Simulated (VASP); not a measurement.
Output of a VASP run:

**OSZICAR**
```
       N       E                     dE             d eps       ncg     rms          rms(c)
DAV:   1     0.953414197201E+02    0.95341E+02   -0.64227E+03  1251   0.121E+03
DAV:   2     0.954356731526E+00   -0.94387E+02   -0.92598E+02  1265   0.304E+02
DAV:   3    -0.333702084632E+01   -0.42914E+01   -0.42709E+01  1453   0.765E+01
DAV:   4    -0.343654274438E+01   -0.99522E-01   -0.99502E-01  1504   0.129E+01
DAV:   5    -0.344099006574E+01   -0.44473E-02   -0.44472E-02  1549   0.242E+00    0.484E-01
DAV:   6    -0.343455126662E+01    0.64388E-02   -0.12650E-02  1525   0.211E+00    0.252E-01
DAV:   7    -0.343265380741E+01    0.18975E-02   -0.70475E-03  1466   0.149E+00    0.892E-02
DAV:   8    -0.343264261068E+01    0.11197E-04   -0.52222E-04  1415   0.466E-01    0.138E-02
DAV:   9    -0.343263779268E+01    0.48180E-05   -0.46100E-05  1466   0.133E-01    0.593E-03
DAV:  10    -0.343263640500E+01    0.13877E-05   -0.25436E-06  1280   0.236E-02    0.501E-04
DAV:  11    -0.343263643966E+01   -0.34662E-07   -0.11681E-07   712   0.529E-03
   1 F= -.34326364E+01 E0= -.34326024E+01  d E =-.680392E-04
```

### OUTCAR
```
------------------------ aborting loop because EDIFF is reached ----------------------------------------
  FORCE on cell =-STRESS in cart. coord.  units (eV):
  Direction    XX          YY          ZZ          XY          YZ          ZX
  --------------------------------------------------------------------------------------
  Total        0.1287040      0.1287040      0.1287040     -0.0000000      0.0000000     -0.0000000
  in kB        6.4083545      6.4083545      6.4083545     -0.0000000      0.0000000     -0.0000000
  external PRESSURE =       6.4083545 kB  Pullay stress =       0.0000000 kB
  volume of cell :       32.18
      direct lattice vectors                 reciprocal lattice vectors
     0.000000000  2.524500000  2.524500000    -0.198059022  0.198059022  0.198059022
     2.524500000  0.000000000  2.524500000     0.198059022 -0.198059022  0.198059022
     2.524500000  2.524500000  0.000000000     0.198059022  0.198059022 -0.198059022
 POSITION                                       TOTAL-FORCE (eV/Angst)
 -----------------------------------------------------------------------------------
      0.00000      0.00000      0.00000         0.000000      0.000000      0.000000
 -----------------------------------------------------------------------------------
    total drift:                               -0.000000     -0.000000     -0.000000
  FREE ENERGIE OF THE ION-ELECTRON SYSTEM (eV)
  ---------------------------------------------------
  free  energy   TOTEN  =        -3.4326364397 eV

  energy  without entropy=       -3.4325684005  energy(sigma->0) =       -3.43260242
```
(Selected blocks of OUTCAR.)

**POSCAR**
```
Pb
1
    0.0000000000     2.5245000000     2.5245000000
    2.5245000000     0.0000000000     2.5245000000
    2.5245000000     2.5245000000     0.0000000000
Pb
1
Direct
  0.0000000000   0.0000000000   0.0000000000
```

Task: Write an INCAR and KPOINTS that could have produced this output.

Result: Several could match; the one computed here: the input of the run itself, PBE GGA, plane waves, VASP's PBE PAW potentials (set 64).

### INCAR
```
LMAXMIX = 4   # l cut-off of mixed one-centre charges
NELM = 100
GGA = PE   # PBE
LCHARG = .False.
LASPH = .True.   # aspherical one-centre terms
ENCUT = 400   # plane-wave cut-off (eV)
NELECT = 14.02
LWAVE = .False.
ISMEAR = 0   # Gaussian
LREAL = .False.
PREC = Accurate
SYSTEM = Pb
SIGMA = 0.05   # width (eV)
ALGO = Normal   # blocked Davidson
EDIFF = 1E-6
ISIF = 2   # forces and stress, cell fixed
```

**KPOINTS**
```
K-points
0
Gamma
11 11 11
0 0 0
```

POTCAR, in this order: Pb_d (PBE.64 set). Program: vasp_std.

The cell is charged, with a uniform compensating background.

The compound is Pb in the fcc structure. The cell was not relaxed at this level. The run is one of a series of settings (ISMEAR = 0, NELECT = 14.02, SIGMA = 0.05 against the base run), some of them coarse on purpose.
